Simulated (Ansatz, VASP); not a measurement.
# Cross-check of LiBe between VASP and Ansatz, part 2 of 2

One calculation is typed for both programs; each brings its own data sets. How far apart do they land? The cell is taken from a series of runs on this material, whose earlier steps may have relaxed, scaled, displaced or heated it; both programs get it as it stands.

VASP 6.6.1 and Ansatz 0.2.0.

So far: The structure; VASP: relaxation of cell and atoms, PBEsol, pair 1; Ansatz: relaxation of cell and atoms, PBEsol, pair 1; Side by side.

## Step 5: VASP: relaxation of cell and atoms, PBEsol, pair 2

Level of this step: PBEsol; plane waves and PAW (Li_sv, Be) (VASP).

The relaxed volume is the usual yardstick between codes: in a stiff, nearly cubic crystal its relative difference is about their pressure difference at one cell divided by the bulk modulus.

File INCAR:

```
SYSTEM = LiBe
PREC = Accurate
ENCUT = 750
EDIFF = 1E-07
NELM = 120
ISMEAR = 1
SIGMA = 0.15
LREAL = .FALSE.
ALGO = Normal
GGA = PS
NBANDS = 11
LORBIT = 11
LWAVE = .FALSE.
LCHARG = .FALSE.
ISIF = 3
IBRION = 2
NSW = 80
EDIFFG = -0.005
LASPH = .TRUE.
GGA_COMPAT = .FALSE.
NELMIN = 4
KPAR = 2
```

File POSCAR:

```
LiBe
1.0
    4.0080050000      0.0000000000      0.0000000000
    0.0000000000      2.3113660000      0.0000000000
    0.0000000000      0.0000000000      4.7938020000
Li Be
2 2
Direct
    0.7500000624      0.0000000000      0.8565307870
    0.2500000624      0.0000000000      0.1434692130
    0.2500000624      0.5000000000      0.6134607771
    0.7500000624      0.5000000000      0.3865392229
```

File KPOINTS:

```
Automatic mesh
0
Gamma
10 16 8
0 0 0
```

Potentials, in the order of the species: Li_sv and Be (PBE family, release 64).

Launch:

```bash
$ mpirun -np 2 vasp_std
```

Numbers of over 12 decimals in the logs are rounded to 6 here.

The program printed:

```text
[banner, memory and clock lines left out]
running    2 mpi-ranks, on    1 nodes
[...]
[... a notice as in an earlier step ...]

 LDA part: xc-table for (Slater+PW92), standard interpolation
 POSCAR, INCAR and KPOINTS ok, starting setup
[...]
entering main loop
       N       E                     dE             d eps       ncg     rms          rms(c)
DAV:   1     0.276870700175E+02    0.27687E+02   -0.55818E+03  5940   0.112E+03
DAV:   2    -0.506623137944E+01   -0.32753E+02   -0.31666E+02  6884   0.202E+02
DAV:   3    -0.107455684806E+02   -0.56793E+01   -0.56237E+01 11256   0.552E+01
DAV:   4    -0.108829797966E+02   -0.13741E+00   -0.13705E+00  7617   0.101E+01
[...]
DAV:  10    -0.108734124093E+02   -0.19256E-05   -0.95364E-06  9130   0.320E-02    0.259E-03
DAV:  11    -0.108734125262E+02   -0.11687E-06   -0.85828E-07  7406   0.998E-03    0.318E-04
DAV:  12    -0.108734125294E+02   -0.32390E-08   -0.30397E-08  5209   0.192E-03
   1 F= -.10873413E+02 E0= -.10873622E+02  d E =-.108734E+02
[... from here on, the cycles between the ionic steps are left out ...]
   2 F= -.10873738E+02 E0= -.10873946E+02  d E =-.325914E-03
   3 F= -.10873922E+02 E0= -.10874128E+02  d E =-.509249E-03
   4 F= -.10873924E+02 E0= -.10874130E+02  d E =-.511336E-03
   5 F= -.10873998E+02 E0= -.10874206E+02  d E =-.736927E-04
   6 F= -.10874049E+02 E0= -.10874259E+02  d E =-.125291E-03
[...]
reached required accuracy - stopping structural energy minimisation
```

OUTCAR, selected parts (step 5):

```text
  Total        0.0090978     -0.0012182     -0.0019547      0.0000000      0.0000000     -0.0000000
  in kB        0.3292731     -0.0440909     -0.0707461      0.0000000      0.0000000     -0.0000000
  external PRESSURE =       0.0714787 kB  Pullay stress =       0.0000000 kB

 POSITION                                       TOTAL-FORCE (eV/Angst)
 -----------------------------------------------------------------------------------
      3.00030      2.30477      4.11210         0.000000     -0.000000     -0.000069
      1.00010      2.30477      0.68918        -0.000000     -0.000000      0.000069
      1.00010      1.15239      2.93593         0.000000      0.000000     -0.000756
      3.00030      1.15239      1.86536        -0.000000     -0.000000      0.000756
 -----------------------------------------------------------------------------------
    total drift:                               -0.000026      0.000000     -0.000072

  FREE ENERGIE OF THE ION-ELECTRON SYSTEM (eV)
  ---------------------------------------------------
  free  energy   TOTEN  =       -10.8740491571 eV

  energy  without entropy=      -10.8746778098  energy(sigma->0) =      -10.87425871

[... 2 parts as in an earlier step ...]

[... 2 further parts left out ...]
[key lines of the parts left out:]
E-fermi :   3.1031
```

## Step 6: Ansatz: relaxation of cell and atoms, PBEsol, pair 2

The same cell, functional, mesh and smearing now go to Ansatz, which takes its cutoff from its data sets.

The cell is taken from a series of runs on this material, whose earlier steps may have relaxed, scaled, displaced or heated it; both programs get it as it stands.

File input.yaml:

```yaml
crystal:
  lattice:
    - [4.0080049638, 0.0, 0.0]
    - [0.0, 2.3113658177, 0.0]
    - [0.0, 0.0, 4.7938024769]
  atoms:
    - { symbol: Li, position: [0.75, 0.0, 0.8565307797] }
    - { symbol: Li, position: [0.25, 0.0, 0.1434692203] }
    - { symbol: Be, position: [0.25, 0.5, 0.6134607287] }
    - { symbol: Be, position: [0.75, 0.5, 0.3865392713] }
kpoints:
  mp_grid: { grid: [10, 16, 8] }
hamiltonian:
  xc: pbesol
  pseudopotentials: { kind: nc }
scf:
  occupations: { method: methfessel_paxton, width: 0.15 }
output:
  forces: true
  stress: true
  eigenvalues: true
relax:
  adjacent_minimum: "off"
  f_tol: 0.001
  max_steps: 60
  cell: { stress_tol: 0.01 }
```

Launch:

```bash
$ ansatz run input.yaml --threads 4 --pin off --max-ram 7168MiB --backend cpu --events-out ev --progress --plain --runs-dir out
```

The program printed:

```text
[...]
Crystal: 4 atoms, lattice volume = 44.410 Å³
Basis set: ecut = 1197.300995 eV, 4181 PW (Γ), exchange–correlation on 96×54×120 points (8 copies of the dense FFT grid, shifted against one another)
Bands: 11, of which v1, the nominal top of the filled ones, is band 7 counted from 1 (6 counted from 0)
Symmetry: 8 space group operations
[...]
k-points: 270 of 1280
[...]
--- Relaxed structure (5 steps of the walk, 5 accepted, 1 SCFs on fresh bases) ---
[...]
cell:  # Å, volume = 44.4447 Å³
    - [4.005792, 0, 0]
    - [0, 2.307988, 0]
    - [0, 0, 4.807260]
  atoms:
    - { symbol: Li, position: [0.750000, 0, 0.856313] }
    - { symbol: Li, position: [0.25, 0, 0.143687] }
    - { symbol: Be, position: [0.25, 0.5, 0.611391] }
    - { symbol: Be, position: [0.750000, 0.5, 0.388609] }
[key lines of the parts left out:]
SCF converged after 6 iterations
Free energy (F): -1143.848728 eV
Fermi energy:    4.002288 eV
P = ⅓ Tr σ = 0.0008 GPa (0.008 kbar)
```

## Step 7: Side by side

What differs besides the data sets and the points named for the pairs above, as far as they apply: the data sets hold 14 valence electrons in Ansatz (on norm-conserving files, of PseudoDojo where its log says so) and 10 in VASP. Total energies have different zeros and are not compared.

The two programs side by side:

```
                                         quantity  Ansatz   VASP  difference
                                      volume (Å³)   44.44  44.27     +0.40 %
edge a after relaxation, in the typed setting (Å)   4.006  4.000     +0.13 %
edge b after relaxation, in the typed setting (Å)   2.308  2.305     +0.14 %
edge c after relaxation, in the typed setting (Å)   4.807  4.801     +0.12 %
```

## Step 8: VASP: relaxation of cell and atoms, PBEsol, pair 3

The relaxed volume is the usual yardstick between codes: in a stiff, nearly cubic crystal its relative difference is about their pressure difference at one cell divided by the bulk modulus. This pair takes another cell of the material, with 8 atoms against 4 for the pair before.

INCAR: that of step 5 with these lines changed.

```diff
@@ -10,3 +10,3 @@
 GGA = PS
-NBANDS = 11
+NBANDS = 18
 LORBIT = 11
```

File POSCAR:

```
LiBe
1.0
    8.0066800000      0.0000000000      0.0000000000
    0.0000000000      2.3268300000      0.0000000000
    0.0000000000      0.0000000000      4.7487750000
Li Be
4 4
Direct
    0.0000000000      0.0000000000      0.4999998947
    0.2500000000      0.0000000000      0.7650375097
    0.5000000000      0.0000000000      0.4999998947
    0.7500000000      0.0000000000      0.2349622797
    0.0000000000      0.5000000000      0.9999998947
    0.2500000000      0.5000000000      0.2295488836
    0.5000000000      0.5000000000      0.9999998947
    0.7500000000      0.5000000000      0.7704509058
```

File KPOINTS:

```
Automatic mesh
0
Gamma
4 14 8
0 0 0
```

Launch:

```bash
$ mpirun -np 2 vasp_std
```

The program printed:

```text
[banner, memory and clock lines left out]
running    2 mpi-ranks, on    1 nodes
[...]
[... a notice as in an earlier step ...]

 LDA part: xc-table for (Slater+PW92), standard interpolation
 POSCAR, INCAR and KPOINTS ok, starting setup
[...]
entering main loop
       N       E                     dE             d eps       ncg     rms          rms(c)
DAV:   1     0.869476222984E+02    0.86948E+02   -0.10309E+04  4320   0.140E+03
DAV:   2    -0.485385774419E+01   -0.91801E+02   -0.87713E+02  4964   0.309E+02
DAV:   3    -0.209401436971E+02   -0.16086E+02   -0.15851E+02  8366   0.709E+01
DAV:   4    -0.215492384261E+02   -0.60909E+00   -0.60626E+00  5458   0.199E+01
[...]
DAV:  10    -0.215566127150E+02   -0.34253E-05   -0.52353E-05  5970   0.570E-02    0.563E-03
DAV:  11    -0.215566108713E+02    0.18437E-05   -0.82564E-06  5676   0.219E-02    0.167E-03
DAV:  12    -0.215566108696E+02    0.16329E-08   -0.79206E-07  5946   0.793E-03
   1 F= -.21556611E+02 E0= -.21556587E+02  d E =-.215566E+02
[... from here on, the cycles between the ionic steps are left out ...]
   2 F= -.21557045E+02 E0= -.21557030E+02  d E =-.434101E-03
   3 F= -.21557278E+02 E0= -.21557269E+02  d E =-.667464E-03
   4 F= -.21557279E+02 E0= -.21557270E+02  d E =-.668498E-03
   5 F= -.21557386E+02 E0= -.21557395E+02  d E =-.106133E-03
   6 F= -.21557524E+02 E0= -.21557588E+02  d E =-.244781E-03
   7 F= -.21557593E+02 E0= -.21557643E+02  d E =-.690889E-04
   8 F= -.21557614E+02 E0= -.21557651E+02  d E =-.894103E-04
[...]
reached required accuracy - stopping structural energy minimisation
```

Parts of OUTCAR (step 8):

```text
  Total       -0.0192768     -0.0005788     -0.0047588      0.0000000      0.0000000      0.0000000
  in kB       -0.3503644     -0.0105198     -0.0864937      0.0000000      0.0000000      0.0000000
  external PRESSURE =      -0.1491260 kB  Pullay stress =       0.0000000 kB

 POSITION                                       TOTAL-FORCE (eV/Angst)
 -----------------------------------------------------------------------------------
     -0.00000      2.31967      2.37343        -0.000000     -0.000000      0.000000
      2.00140      2.31967      3.64052        -0.000000      0.000000      0.003132
      4.00280      2.31967      2.37343        -0.000000     -0.000000      0.000000
      6.00421      0.00000      1.10634         0.000000     -0.000000     -0.003132
     -0.00000      1.15983      4.74686         0.000000     -0.000000      0.000000
      2.00140      1.15983      1.10318         0.000000     -0.000000     -0.001779
      4.00280      1.15983      4.74686         0.000000     -0.000000      0.000000
      6.00421      1.15983      3.64368        -0.000000     -0.000000      0.001779
 -----------------------------------------------------------------------------------
    total drift:                                0.000000      0.000000      0.000942

  FREE ENERGIE OF THE ION-ELECTRON SYSTEM (eV)
  ---------------------------------------------------
  free  energy   TOTEN  =       -21.5576135594 eV

  energy  without entropy=      -21.5577268776  energy(sigma->0) =      -21.55765133

[... 1 part as in an earlier step ...]

[... 3 further parts left out ...]
[key lines of the parts left out:]
E-fermi :   3.1458
```

## Step 9: Ansatz: relaxation of cell and atoms, PBEsol, pair 3

The same cell, functional, mesh and smearing now go to Ansatz, which takes its cutoff from its data sets.

The cell is taken from a series of runs on this material, whose earlier steps may have relaxed, scaled, displaced or heated it; both programs get it as it stands.

input.yaml, the sections that differ from step 6:

```yaml
crystal:
  lattice:
    - [8.006680366, 0.0, 0.0]
    - [0.0, 2.3268301054, 0.0]
    - [0.0, 0.0, 4.7487745246]
  atoms:
    - { symbol: Li, position: [0.0, 0.0, 0.5] }
    - { symbol: Li, position: [0.25, 0.0, 0.7650376176] }
    - { symbol: Li, position: [0.5, 0.0, 0.5] }
    - { symbol: Li, position: [0.75, 0.0, 0.2349623824] }
    - { symbol: Be, position: [0.0, 0.5, 0.0] }
    - { symbol: Be, position: [0.25, 0.5, 0.2295489644] }
    - { symbol: Be, position: [0.5, 0.5, 0.0] }
    - { symbol: Be, position: [0.75, 0.5, 0.7704510356] }
kpoints:
  mp_grid: { grid: [4, 14, 8] }
# hamiltonian, scf, output, relax: as in step 6
```

Launch:

```bash
$ ansatz run input.yaml --threads 4 --pin off --max-ram 7168MiB --backend cpu --events-out ev --progress --plain --runs-dir out
```

The program printed:

```text
[...]
Crystal: 8 atoms, lattice volume = 88.471 Å³
Basis set: ecut = 1197.300995 eV, 8323 PW (Γ), exchange–correlation on 192×54×108 points (8 copies of the dense FFT grid, shifted against one another)
Bands: 22, of which v1, the nominal top of the filled ones, is band 14 counted from 1 (13 counted from 0)
Symmetry: 8 space group operations
[...]
k-points: 120 of 448
[...]
cell:  # Å, volume = 88.4750 Å³
    - [8.013022, 0.0, 0.0]
    - [0.0, 2.322910, 0.0]
    - [0.0, 0.0, 4.753264]
  atoms:
    - { symbol: Li, position: [0, 0, 0.5] }
    - { symbol: Li, position: [0.25, 0, 0.767309] }
    - { symbol: Li, position: [0.5, 0, 0.5] }
    - { symbol: Li, position: [0.75, 0, 0.232691] }
    - { symbol: Be, position: [0, 0.5, 0] }
    - { symbol: Be, position: [0.25, 0.5, 0.232276] }
    - { symbol: Be, position: [0.5, 0.5, 0] }
    - { symbol: Be, position: [0.75, 0.5, 0.767724] }
[key lines of the parts left out:]
SCF converged after 4 iterations
Free energy (F): -2287.507080 eV
Fermi energy:    4.050629 eV
P = ⅓ Tr σ = 0.0008 GPa (0.008 kbar)
```

## Step 10: Differences

What differs besides the data sets and the points named for the pairs above, as far as they apply: the data sets hold 28 valence electrons in Ansatz (on norm-conserving files, of PseudoDojo where its log says so) and 20 in VASP. Total energies have different zeros and are not compared.

Both answers:

```
                                         quantity  Ansatz   VASP  difference
                                      volume (Å³)   88.47  88.15     +0.37 %
edge a after relaxation, in the typed setting (Å)   8.013  8.006     +0.09 %
edge b after relaxation, in the typed setting (Å)   2.323  2.320     +0.14 %
edge c after relaxation, in the typed setting (Å)   4.753  4.747     +0.13 %
```

## Step 11: What came out

```yaml
difference_in_volume_relaxation_of_cell_and_atoms_pbesol_pair_1: 0.39 %
difference_in_volume_relaxation_of_cell_and_atoms_pbesol_pair_2: 0.40 %
difference_in_volume_relaxation_of_cell_and_atoms_pbesol_pair_3: 0.37 %
```

In words: The difference in volume is 0.40 % (relaxation of cell and atoms, PBEsol, pair 2), within the 1.2 % picked in this series as the mark of a large difference, as far as the stopping tolerances let one tell. The data sets hold unlike numbers of valence electrons (14 in Ansatz and 10 in VASP and 28 in Ansatz and 20 in VASP), so part of the differences comes from the potentials. 4 further runs of this series are not shown here. How closely two codes agree says nothing of how well the functional describes the real material.

[Lines on the potential files, build, host, timing and source positions are cut from VASP's logs without a mark.]

[Logs are printed without paths, hosts, clocks, repeated set-up lines and the standing remarks that a program may print on its own settings, such as how far it seeks lower states.]

[Hosts, paths, dates, database ids (printed as entryN), source tags and the programs' standing remarks are cut or masked in the printed files.]
